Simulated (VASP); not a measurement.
All values below come from RPBE GGA, VASP's PBE PAW potentials (set 64) (plane waves; VASP).

VASP ran on this input.

File POSCAR:
```
SrTiO3
1
    3.8965851415     0.0000000000     0.0000000000
    0.0000000000     3.8965851415     0.0000000000
    0.0000000000     0.0000000000     3.8965851415
Sr Ti O
1 1 3
Direct
  0.0000000000   0.0000000000   0.0000000000
  0.5000000000   0.5000000000   0.5000000000
  0.5000000000   0.0000000000   0.5000000000
  0.0000000000   0.5000000000   0.5000000000
  0.5000000000   0.5000000000   0.0000000000
```

**INCAR**
```
ALGO  =  Normal
EDIFF  =  1E-7
ENCUT  =  520
GGA  =  RP
ISIF  =  2
ISMEAR  =  0
LASPH  =  T
LCHARG  =  F
LMAXMIX  =  4
LREAL  =  F
LWAVE  =  F
NELM  =  100
PREC  =  Accurate
SIGMA  =  0.05
SYSTEM  =  SrTiO3
```

### KPOINTS
```
kpoints
0
G
6 6 6
```

POTCAR, in this order: Sr_sv Ti_sv O (PBE.64 set). Program: vasp_std.

The resulting files:

**OSZICAR**
```
       N       E                     dE             d eps       ncg     rms          rms(c)
DAV:   1     0.463888957078E+03    0.46389E+03   -0.21960E+04   960   0.185E+03
DAV:   2     0.140331077979E+01   -0.46249E+03   -0.45542E+03  1152   0.506E+02
DAV:   3    -0.460436608290E+02   -0.47447E+02   -0.47057E+02  1432   0.153E+02
DAV:   4    -0.481173418862E+02   -0.20737E+01   -0.20724E+01  1320   0.289E+01
DAV:   5    -0.481861136454E+02   -0.68772E-01   -0.68769E-01  1352   0.415E+00    0.273E+01
DAV:   6    -0.379067515580E+02    0.10279E+02   -0.65241E+01  1432   0.755E+01    0.157E+01
DAV:   7    -0.380090520037E+02   -0.10230E+00   -0.82190E+00  1176   0.226E+01    0.104E+01
DAV:   8    -0.380738795590E+02   -0.64828E-01   -0.18232E+00  1232   0.148E+01    0.285E+00
DAV:   9    -0.379932907680E+02    0.80589E-01   -0.47059E-01  1200   0.694E+00    0.868E-01
DAV:  10    -0.379996103108E+02   -0.63195E-02   -0.11232E-01  1264   0.248E+00    0.799E-01
DAV:  11    -0.379924501999E+02    0.71601E-02   -0.59497E-02  1448   0.211E+00    0.186E-01
DAV:  12    -0.379922966713E+02    0.15353E-03   -0.25265E-03  1216   0.571E-01    0.761E-02
DAV:  13    -0.379923263362E+02   -0.29665E-04   -0.41471E-04  1320   0.188E-01    0.343E-02
DAV:  14    -0.379923454626E+02   -0.19126E-04   -0.66200E-05  1368   0.544E-02    0.171E-02
DAV:  15    -0.379923446128E+02    0.84973E-06   -0.64535E-06  1344   0.249E-02    0.996E-03
DAV:  16    -0.379923458122E+02   -0.11994E-05   -0.54069E-06  1152   0.175E-02    0.542E-03
DAV:  17    -0.379923456100E+02    0.20225E-06   -0.17319E-06  1368   0.170E-02    0.148E-03
DAV:  18    -0.379923455718E+02    0.38132E-07   -0.10738E-07   688   0.289E-03
   1 F= -.37992346E+02 E0= -.37992346E+02  d E =-.233787E-19
```

### OUTCAR
```
------------------------ aborting loop because EDIFF is reached ----------------------------------------
  FORCE on cell =-STRESS in cart. coord.  units (eV):
  Direction    XX          YY          ZZ          XY          YZ          ZX
  --------------------------------------------------------------------------------------
  Total        4.0091934      4.0091934      4.0091934      0.0000000     -0.0000000     -0.0000000
  in kB      108.5713111    108.5713111    108.5713111      0.0000000     -0.0000000     -0.0000000
  external PRESSURE =     108.5713111 kB  Pullay stress =       0.0000000 kB
  volume of cell :       59.16
      direct lattice vectors                 reciprocal lattice vectors
     3.896585142  0.000000000  0.000000000     0.256634967  0.000000000  0.000000000
     0.000000000  3.896585142  0.000000000     0.000000000  0.256634967  0.000000000
     0.000000000  0.000000000  3.896585142     0.000000000  0.000000000  0.256634967
 POSITION                                       TOTAL-FORCE (eV/Angst)
 -----------------------------------------------------------------------------------
      0.00000      0.00000      0.00000         0.000000      0.000000      0.000000
      1.94829      1.94829      1.94829         0.000000      0.000000      0.000000
      1.94829      0.00000      1.94829         0.000000      0.000000      0.000000
      0.00000      1.94829      1.94829         0.000000      0.000000      0.000000
      1.94829      1.94829      0.00000         0.000000      0.000000      0.000000
 -----------------------------------------------------------------------------------
    total drift:                                0.000000      0.000000     -0.000000
  FREE ENERGIE OF THE ION-ELECTRON SYSTEM (eV)
  ---------------------------------------------------
  free  energy   TOTEN  =       -37.9923455718 eV

  energy  without entropy=      -37.9923455718  energy(sigma->0) =      -37.99234557
```
(Selected blocks of OUTCAR.)

The compound is SrTiO3 in the cubic perovskite structure, the ideal cubic form; the compound distorts at low or room temperature. This cell is one point of a volume scan, at 0.94 of the reference volume.
